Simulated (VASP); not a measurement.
Calculation: PBE GGA, VASP's PBE PAW potentials (set 64) (plane waves; VASP).

VASP input:

**INCAR**
```
# general
SYSTEM = KF
PREC   = Accurate
ENCUT  = 520   # plane-wave cut-off (eV)
LREAL  = F   # projection in real space or not
LASPH  = T   # aspherical one-centre terms

# electronic loop
EDIFF  = 1E-6   # SCF stop (eV)
NELM   = 100
ALGO   = Normal   # blocked Davidson

# smearing
ISMEAR = 0
SIGMA  = 0.05   # width (eV)

# functional
GGA    = PE   # PBE

# output
LWAVE  = F
LCHARG = T
```

**KPOINTS**
```
Automatic mesh
0
Gamma
8 8 8
0 0 0
```

**POSCAR**
```
KF
1
    0.0000000000     2.7103066905     2.7103066905
    2.7103066905     0.0000000000     2.7103066905
    2.7103066905     2.7103066905     0.0000000000
K F
1 1
Direct
  0.0000000000   0.0000000000   0.0000000000
  0.5000000000   0.5000000000   0.5000000000
```

POTCAR, in this order: K_sv F (PBE.64 set). Program: vasp_std.

What will the output report for the number of irreducible k-points (NKPTS), largest plane-wave count, number of space-group operations, FFT grid (NGX, NGY, NGZ)?

```
Quantity                                      Result
--------------------------------------  ------------
number of irreducible k-points (NKPTS)            29
largest plane-wave count                        1090
number of space-group operations                  48
FFT grid (NGX, NGY, NGZ)                30 × 30 × 30
```

The compound is KF in the rock salt structure. It was relaxed first.
